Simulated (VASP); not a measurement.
Given:

```yaml
crystal:
  lattice:
    - [3.92518, 0.00000, 0.00000]
    - [0.00000, 3.92518, 0.00000]
    - [0.00000, 0.00000, 3.92518]
  atoms:
    - { symbol: Ti, position: [0.00000, 0.00000, 0.00000] }
    - { symbol: Pt, position: [0.00000, 0.50000, 0.50000] }
    - { symbol: Pt, position: [0.50000, 0.00000, 0.50000] }
    - { symbol: Pt, position: [0.50000, 0.50000, 0.00000] }
```

Method: r2SCAN meta-GGA, VASP's PBE PAW potentials (set 64) (plane waves; VASP 6.6.1). Numerical set-up: 520 eV cut-off, 9×9×9 Γ-centred mesh, tetrahedra with Blöchl corrections, potentials Ti_sv Pt.

Q: Give the energies of bands 11 to 24 at the high-symmetry points, in eV from the Fermi level.

A: 
| band | Γ | X | M | R |
|---|---|---|---|---|
| 11 | -6.90 | -5.24 | -4.99 | -4.62 |
| 12 | -3.74 | -4.84 | -4.99 | -3.78 |
| 13 | -3.74 | -4.49 | -4.48 | -3.78 |
| 14 | -3.74 | -4.49 | -4.48 | -3.78 |
| 15 | -1.81 | -3.74 | -4.27 | -3.15 |
| 16 | -1.81 | -3.20 | -3.33 | -3.15 |
| 17 | -0.64 | -2.78 | -3.25 | -0.83 |
| 18 | -0.02 | -2.78 | -3.25 | -0.75 |
| 19 | -0.02 | -2.74 | -2.45 | -0.75 |
| 20 | -0.02 | -1.50 | -2.44 | -0.75 |
| 21 | 1.40 | -0.24 | -2.33 | -0.53 |
| 22 | 1.40 | -0.24 | 0.18 | -0.53 |
| 23 | 1.58 | -0.01 | 0.18 | -0.53 |
| 24 | 1.58 | 0.53 | 0.43 | 1.15 |

It has no gap at this level: it comes out as a metal or semimetal.

The compound is Pt3Ti in the L1_2 structure. It was relaxed first.
